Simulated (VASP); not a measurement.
A VASP calculation is set up with these files.

INCAR:
```
# general
SYSTEM  = PtS2
PREC    = Accurate
ENCUT   = 480
LREAL   = .FALSE.
LASPH   = .TRUE.

# electronic loop
EDIFF   = 1E-7
NELM    = 100
ALGO    = Normal
LMAXMIX = 6

# smearing
ISMEAR  = 0
SIGMA   = 0.05

# functional
GGA     = PE

# ions
ISIF    = 2

# output
LWAVE   = .FALSE.
LCHARG  = .FALSE.
```

POSCAR:
```
PtS2
1.0
  1.7866998760  -3.0946550357   0.0000000000
  1.7866998760   3.0946550357   0.0000000000
  0.0000000000   0.0000000000   6.1396524263
Pt S
1 2
Cartesian
  0.0000000000   0.0000000000   0.0000000000
  1.7866998760   1.0315537417   1.2254112170
  1.7866998760  -1.0315537417   4.9142412093
```

**KPOINTS**
```
Automatic mesh
0
Gamma
8 8 4
0 0 0
```

POTCAR, in this order: Pt S (PBE.64 set). Program: vasp_std.

Q: Translate this PBE calculation to Quantum ESPRESSO's pw.x.

A: One equivalent input (not run):
```
&CONTROL
  calculation = 'scf'
  pseudo_dir = './pseudo'
  outdir = './out'
  tprnfor = .true.
  tstress = .true.
/
&SYSTEM
  ibrav = 0
  nat = 3
  ntyp = 2
  ecutwfc = 84
  occupations = 'smearing'
  smearing = 'gaussian'
  degauss = 0.003675
  input_dft = 'pbe'
/
&ELECTRONS
  conv_thr = 7.3e-09
  electron_maxstep = 100
/
ATOMIC_SPECIES
  Pt 195.084 Pt.upf
  S 32.060 S.upf
CELL_PARAMETERS angstrom
     1.7866999   -3.0946550    0.0000000
     1.7866999    3.0946550    0.0000000
     0.0000000    0.0000000    6.1396524
ATOMIC_POSITIONS crystal
  Pt   0.0000000  0.0000000  0.0000000
  S    0.3333330  0.6666670  0.1995897
  S    0.6666670  0.3333330  0.8004103
K_POINTS automatic
  8 8 4 0 0 0
```
What does not carry over: the potentials are each code's own (VASP's PAW set, PseudoDojo norm-conserving files in pw.x), so ENCUT and ecutwfc are chosen apart and not converted; conv_thr bounds pw.x's estimated SCF error, while EDIFF bounds the energy change between steps.

The compound is PtS2 in the 1T layered structure. It was relaxed first, which changed the volume by +24 %.
